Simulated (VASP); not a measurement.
An input for Quantum ESPRESSO's pw.x (written as the equivalent of a VASP run, and not itself run):

```
&CONTROL
  calculation = 'scf'
  pseudo_dir = './pseudo'
  outdir = './out'
  tprnfor = .true.
  tstress = .true.
/
&SYSTEM
  ibrav = 0
  nat = 4
  ntyp = 2
  ecutwfc = 84
  occupations = 'tetrahedra'
  input_dft = 'vdw-df-cx'
/
&ELECTRONS
  conv_thr = 7.3e-09
  electron_maxstep = 100
/
ATOMIC_SPECIES
  Al 26.982 Al.upf
  N 14.007 N.upf
CELL_PARAMETERS angstrom
     1.5600096   -2.7020159    0.0000000
     1.5600096    2.7020159   -0.0000000
     0.0000000    0.0000000    4.9945381
ATOMIC_POSITIONS crystal
  Al   0.6666670  0.3333330  0.5000226
  Al   0.3333330  0.6666670  0.0000226
  N    0.6666670  0.3333330  0.8819774
  N    0.3333330  0.6666670  0.3819774
K_POINTS automatic
  9 9 5 0 0 0
```

**Question.** Write the VASP files for the same calculation (vdW-DF-cx).

**Answer.** Several could match; the one computed here: 
### POSCAR
```
AlN
1.0
  1.5600096222  -2.7020159201   0.0000000000
  1.5600096222   2.7020159201   0.0000000000
  0.0000000000   0.0000000000   4.9945381113
Al N
2 2
Cartesian
  1.5600096222  -0.9006737747   2.4973818428
  1.5600096222   0.9006737747   0.0001127872
  1.5600096222  -0.9006737747   4.4050698270
  1.5600096222   0.9006737747   1.9078007714
```

INCAR:
```
ISIF = 2   # forces and stress, cell fixed
LREAL = .False.   # projection in real space or not
SYSTEM = AlN
GGA = CX
ISMEAR = -5
NEDOS = 601   # DOS grid
ALGO = Normal
AGGAC = 0.0
LCHARG = .True.
ENCUT = 520
NELM = 100   # most electronic steps
LWAVE = .False.
LUSE_VDW = .True.
LEFG = .True.
LORBIT = 11   # lm-projected
LASPH = .True.   # aspherical one-centre terms
PREC = Accurate
EDIFF = 1E-7
```

File KPOINTS:
```
Automatic mesh
0
Gamma
9 9 5
0 0 0
```

POTCAR, in this order: Al N (PBE.64 set). Program: vasp_std.

Limits of the translation: the potentials are each code's own (VASP's PAW set, PseudoDojo norm-conserving files in pw.x), so ENCUT and ecutwfc are chosen apart and not converted; conv_thr bounds pw.x's estimated SCF error, while EDIFF bounds the energy change between steps; the field gradients of LEFG aren't asked of the other code.

The compound is AlN in the wurtzite structure. It was relaxed first.
